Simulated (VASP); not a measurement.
Data:

```
FeNi3
1.0
    3.48715     0.00000     0.00000
    0.00000     3.48715     0.00000
    0.00000     0.00000     3.48715
Fe Ni
1 3
Cartesian
  0.00000   0.00000   0.00000
  0.00000   1.74357   1.74357
  1.74357   0.00000   1.74357
  1.74357   1.74357   0.00000
```
Starting moments (μB, in the order of the record's atoms Fe Ni Ni Ni): 2.9 0.6 0.6 0.6.

These are PBE GGA, VASP's PBE PAW potentials (set 64) (plane waves; VASP) values and carry that method's errors. Numerical set-up: 480 eV cut-off, 8×8×8 Γ-centred mesh, first-order Methfessel-Paxton smearing of 0.10 eV, potentials Fe Ni.

Question: What does the run give for the cell moment, energy per atom (σ→0), pressure, band gap (on the k-mesh) with the smallest direct gap where there is one?

Answer: 
The band gap (on the k-mesh) comes out as none (metal, semimetal or under 0.01 eV) and the cell moment is 4.67 μB. The energy per atom (σ→0) is -601.3 kJ/mol of atoms and the pressure is 10.26 GPa.

Question: Give the moment on each site (PAW-sphere projection).

Answer: 
| site | moment (μB) |
|---|---|
| Fe1 | 2.84 |
| Ni2 | 0.61 |
| Ni3 | 0.61 |
| Ni4 | 0.61 |

Total energies compare only between runs with the same potentials, cut-off and functional.

The compound is Ni3Fe in the L1_2 structure. This cell was strained or had an atom moved on purpose.
